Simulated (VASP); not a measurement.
Input:

```xyz
3
Lattice="4.5664 0.0000 0.0000 -2.2832 3.9546 0.0000 0.0000 0.0000 2.8237" Properties=species:S:1:pos:R:3 pbc="T T T"
Ti     0.0000     0.0000     0.0000
Ti     0.0000     2.6364     1.4119
Ti     2.2832     1.3182     1.4119
```

All values below come from r2SCAN meta-GGA, VASP's PBE PAW potentials (set 64) (plane waves; VASP). Run with 400 eV cut-off, 9×9×12 Γ-centred mesh, tetrahedra with Blöchl corrections, potentials Ti_sv.

The cores are frozen, which limits the accuracy of field gradients.

Give the principal components of the electric field gradient (V/Å²) and the asymmetry η at each nucleus.

```tsv
atom	Vxx	Vyy	Vzz	η
Ti1	4.2	4.2	-8.3	0.00
Ti2	5.8	5.8	-11.6	0.00
Ti3	5.8	5.8	-11.6	0.00
```

The structure was generated: Ti was put into the omega type (P6/mmm), which need not be its known phase. It was relaxed first.
